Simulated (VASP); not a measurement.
An input for Quantum ESPRESSO's pw.x (written as the equivalent of a VASP run, and not itself run):

```
&CONTROL
  calculation = 'scf'
  pseudo_dir = './pseudo'
  outdir = './out'
  tprnfor = .true.
  tstress = .true.
/
&SYSTEM
  ibrav = 0
  nat = 12
  ntyp = 2
  ecutwfc = 90
  occupations = 'smearing'
  smearing = 'gaussian'
  degauss = 0.00147
  input_dft = 'pw91'
/
&ELECTRONS
  conv_thr = 7.3e-08
  electron_maxstep = 100
/
ATOMIC_SPECIES
  Fe 55.845 Fe.upf
  S 32.060 S.upf
CELL_PARAMETERS angstrom
     5.3968200    0.0000000    0.0000000
     0.0000000    5.3968200    0.0000000
     0.0000000    0.0000000    5.3968200
ATOMIC_POSITIONS crystal
  Fe  -0.0039510  0.4989800  0.4987290
  Fe   0.4935380  0.5026870  0.0016800
  Fe   0.5067930  0.0036650  0.5020830
  Fe  -0.0055700  0.0004610  0.0009540
  S    0.3880430  0.1166500  0.8919400
  S    0.6172160  0.8821000  0.1120690
  S    0.1193710  0.8873600  0.3822900
  S    0.8900240  0.1175400  0.6186520
  S    0.8825960  0.3794110  0.1150450
  S    0.1096360  0.6103370  0.8814720
  S    0.6164600  0.6149700  0.6114050
  S    0.3858450  0.3858380  0.3836820
K_POINTS automatic
  3 3 3 1 1 1
```

**Question.** Translate this input to VASP (INCAR, KPOINTS, POSCAR, choice of POTCAR).

**Answer.** One answer among several that fit: 
### INCAR
```
LWAVE  =  F
ALGO  =  Normal
ISMEAR  =  0   # Gaussian
PREC  =  Accurate
LASPH  =  T   # aspherical one-centre terms
NELM  =  100   # most electronic steps
SYSTEM  =  FeS2
ENCUT  =  300   # plane-wave cut-off (eV)
ISIF  =  2
LCHARG  =  F
SIGMA  =  0.02
GGA  =  91
LMAXMIX  =  4
EDIFF  =  1E-6
LREAL  =  F
```

**KPOINTS**
```
Automatic
0
gamma
 3 3 3
0.5 0.5 0.5
```

**POSCAR**
```
FeS2
1
    5.3968200000     0.0000000000     0.0000000000
    0.0000000000     5.3968200000     0.0000000000
    0.0000000000     0.0000000000     5.3968200000
Fe S
4 8
Direct
 -0.0039510000   0.4989800000   0.4987290000
  0.4935380000   0.5026870000   0.0016800000
  0.5067930000   0.0036650000   0.5020830000
 -0.0055700000   0.0004610000   0.0009540000
  0.3880430000   0.1166500000   0.8919400000
  0.6172160000   0.8821000000   0.1120690000
  0.1193710000   0.8873600000   0.3822900000
  0.8900240000   0.1175400000   0.6186520000
  0.8825960000   0.3794110000   0.1150450000
  0.1096360000   0.6103370000   0.8814720000
  0.6164600000   0.6149700000   0.6114050000
  0.3858450000   0.3858380000   0.3836820000
```

POTCAR, in this order: Fe S (PBE.64 set). Program: vasp_std.

Limits of the translation: the potentials are each code's own (VASP's PAW set, PseudoDojo norm-conserving files in pw.x), so ENCUT and ecutwfc are chosen apart and not converted; conv_thr bounds pw.x's estimated SCF error, while EDIFF bounds the energy change between steps.

The structure comes from a computed database's FeS2 entry; how it stands against other phases isn't given here. The cell was not relaxed at this level, atoms are displaced from their ideal sites. The run is one of a series of settings (GGA = 91 against the base run), some of them coarse on purpose.
